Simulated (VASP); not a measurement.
Method: PBE GGA, VASP's PBE PAW potentials (set 64) (plane waves; VASP 6.6.1).

Input for VASP

File POSCAR:
```
InP
1.0
  0.0000000000   2.8572902809   2.8572902809
  2.8572902809   0.0000000000   2.8572902809
  2.8572902809   2.8572902809   0.0000000000
In P
1 1
Direct
  0.0000000000   0.0000000000   0.0000000000
  0.2500000000   0.2500000000   0.2500000000
```

### INCAR
```
SYSTEM = InP
PREC = Accurate
ENCUT = 500
EDIFF = 1E-6
NELM = 100
ALGO = Normal
LREAL = .FALSE.
LASPH = .TRUE.
ISMEAR = 0
SIGMA = 0.05
GGA = PE
LMAXMIX = 4
LWAVE = .FALSE.
LCHARG = .FALSE.
IBRION = 2
ISIF = 3
NSW = 40
EDIFFG = -0.02
PSTRESS = 200
```

**KPOINTS**
```
Automatic mesh
0
Gamma
8 8 8
0 0 0
```

POTCAR, in this order: In_d P (PBE.64 set). Program: vasp_std.

Task: What will the output report for the number of irreducible k-points (NKPTS), largest plane-wave count, number of space-group operations, FFT grid (NGX, NGY, NGZ)?

Result: 
```
Quantity                                       Value
--------------------------------------  ------------
number of irreducible k-points (NKPTS)            29
largest plane-wave count                        1243
number of space-group operations                  24
FFT grid (NGX, NGY, NGZ)                30 × 30 × 30
```

The compound is InP in the zinc blende structure. This run relaxes it under an external pressure of 20 GPa. Symmetry was kept, so distortions that lower it aren't found.
